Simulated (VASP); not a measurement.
These are TPSS meta-GGA, VASP's PBE PAW potentials (set 64) (plane waves; VASP) values and carry that method's errors.

A VASP calculation is set up with these files.

**POSCAR**
```
Se
1
    2.1827171420    -3.7805769743     0.0000000000
    2.1827171420     3.7805769743     0.0000000000
    0.0000000000     0.0000000000     5.0724778681
Se
3
Direct
  0.0000000000   0.2273854180   0.6666670000
  0.7726145820   0.7726145820   0.0000000000
  0.2273854180   0.0000000000   0.3333330000
```

### INCAR
```
ALGO=Normal
EDIFF=1E-7
EDIFFG=-0.01
ENCUT=520
IBRION=2
ISIF=4
ISMEAR=0
LASPH=.True.
LCHARG=.False.
LMAXMIX=4
LMIXTAU=.True.
LREAL=.False.
LWAVE=.False.
METAGGA=TPSS
NELM=100
NSW=30
PREC=Accurate
SIGMA=0.05
SYSTEM=Se
```

File KPOINTS:
```
K-points
0
Gamma
6 6 5
0 0 0
```

POTCAR, in this order: Se (PBE.64 set). Program: vasp_std.

The run wrote:

**OUTCAR**
```
 ion  position               nearest neighbor table
   1  0.000  0.227  0.667-   2 2.41   3 2.41
   2  0.773  0.773  0.000-   1 2.41   3 2.41
   3  0.227  0.000  0.333-   2 2.41   1 2.41
  LATTYP: Found a hexagonal cell.
 ALAT       =     4.3654342717
 C/A-ratio  =     1.1619640916
 Subroutine PRICEL returns:
 Original cell was already a primitive cell.
 Subroutine GETGRP returns: Found  6 space group operations
The static configuration has the point symmetry C_2 .
 The point group associated with its full space group is D_3 .
The dynamic configuration has the point symmetry C_2 .
 Subroutine INISYM returns: Found  6 space group operations
 Subroutine IBZKPT returns following result:
 Found     27 irreducible k-points:

 Following reciprocal coordinates:
            Coordinates               Weight
  0.000000  0.000000  0.000000      1.000000
  0.166667  0.000000  0.000000      6.000000
  0.333333 -0.000000  0.000000      6.000000
  0.500000 -0.000000  0.000000      3.000000
  0.166667  0.166667  0.000000      6.000000
  0.333333  0.166667  0.000000     12.000000
  0.333333  0.333333  0.000000      2.000000
  0.000000  0.000000  0.200000      2.000000
  0.166667  0.000000  0.200000      6.000000
  0.000000  0.166667  0.200000      6.000000
  0.333333 -0.000000  0.200000      6.000000
 -0.000000  0.333333  0.200000      6.000000
  0.500000 -0.000000  0.200000      6.000000
  0.166667  0.166667  0.200000     12.000000
  0.333333  0.166667  0.200000     12.000000
 -0.166667  0.500000  0.200000     12.000000
  0.333333  0.333333  0.200000      4.000000
  0.000000  0.000000  0.400000      2.000000
  0.166667  0.000000  0.400000      6.000000
  0.000000  0.166667  0.400000      6.000000
  0.333333 -0.000000  0.400000      6.000000
...
```

**OSZICAR**
```
       N       E                     dE             d eps       ncg     rms          rms(c)
DAV:   1     0.624462414393E+02    0.62446E+02   -0.73180E+03   702   0.116E+03
DAV:   2    -0.289535805309E+02   -0.91400E+02   -0.87381E+02   967   0.182E+02
DAV:   3    -0.351617783313E+02   -0.62082E+01   -0.61722E+01   847   0.543E+01
DAV:   4    -0.352172814550E+02   -0.55503E-01   -0.55467E-01   807   0.616E+00
DAV:   5    -0.352177571725E+02   -0.47572E-03   -0.47570E-03   877   0.554E-01    0.686E+00
DAV:   6    -0.350869801887E+02    0.13078E+00   -0.51123E+00   702   0.271E+01    0.363E+00
DAV:   7    -0.349044412470E+02    0.18254E+00   -0.51388E-01   772   0.778E+00    0.130E+00
DAV:   8    -0.339344379384E+02    0.97000E+00   -0.95010E-01   702   0.117E+01    0.109E+00
DAV:   9    -0.350406219189E+02   -0.11062E+01   -0.67319E-01   702   0.963E+00    0.361E-01
DAV:  10    -0.350414457572E+02   -0.82384E-03   -0.13134E-02   812   0.936E-01    0.116E-01
DAV:  11    -0.350444558799E+02   -0.30101E-02   -0.15272E-03   777   0.399E-01    0.921E-02
DAV:  12    -0.350448473845E+02   -0.39150E-03   -0.18851E-03   732   0.329E-01    0.754E-02
DAV:  13    -0.350447789936E+02    0.68391E-04   -0.24129E-04   762   0.134E-01    0.295E-02
DAV:  14    -0.350448538054E+02   -0.74812E-04   -0.25143E-05   842   0.455E-02    0.200E-02
DAV:  15    -0.350448681309E+02   -0.14326E-04   -0.48261E-05   712   0.582E-02    0.717E-03
DAV:  16    -0.350448897363E+02   -0.21605E-04   -0.16718E-05   782   0.467E-02    0.595E-03
DAV:  17    -0.350448956200E+02   -0.58837E-05   -0.36219E-06   722   0.177E-02    0.207E-03
DAV:  18    -0.350448955178E+02    0.10227E-06   -0.80452E-07   827   0.749E-03    0.127E-03
DAV:  19    -0.350448956820E+02   -0.16423E-06   -0.17561E-07   584   0.448E-03    0.373E-04
DAV:  20    -0.350448956978E+02   -0.15777E-07   -0.39258E-08   456   0.225E-03
   1 F= -.35044896E+02 E0= -.35044896E+02  d E =-.350449E+02
```

### OUTCAR
```
------------------------ aborting loop because EDIFF is reached ----------------------------------------
  FORCE on cell =-STRESS in cart. coord.  units (eV):
  Direction    XX          YY          ZZ          XY          YZ          ZX
  --------------------------------------------------------------------------------------
  Total        0.0173347      0.0173347     -0.0181242      0.0000000      0.0000000      0.0000000
  in kB        0.3317582      0.3317582     -0.3468669      0.0000000      0.0000000      0.0000000
  external PRESSURE =       0.1055498 kB  Pullay stress =       0.0000000 kB
  volume of cell :       83.72
      direct lattice vectors                 reciprocal lattice vectors
     2.182717142 -3.780576974  0.000000000     0.229072284 -0.132254945  0.000000000
     2.182717142  3.780576974  0.000000000     0.229072284  0.132254945  0.000000000
     0.000000000  0.000000000  5.072477868     0.000000000  0.000000000  0.197142309
 POSITION                                       TOTAL-FORCE (eV/Angst)
 -----------------------------------------------------------------------------------
      0.49632      0.85965      3.38165         0.003353      0.005808     -0.000000
      3.37280      0.00000      0.00000        -0.006706      0.000000     -0.000000
      0.49632     -0.85965      1.69082         0.003353     -0.005808      0.000000
 -----------------------------------------------------------------------------------
    total drift:                               -0.000208     -0.000441      0.000008
  FREE ENERGIE OF THE ION-ELECTRON SYSTEM (eV)
  ---------------------------------------------------
  free  energy   TOTEN  =       -35.0448956978 eV

  energy  without entropy=      -35.0448956978  energy(sigma->0) =      -35.04489570

 reached required accuracy - stopping structural energy minimisation
```
(Selected blocks of OUTCAR.)

Without a dispersion term in the relaxation, distances and binding between the weakly bound layers, chains or molecules are unreliable, and so is what depends on them.

The compound is Se in the trig structure. It was relaxed first.
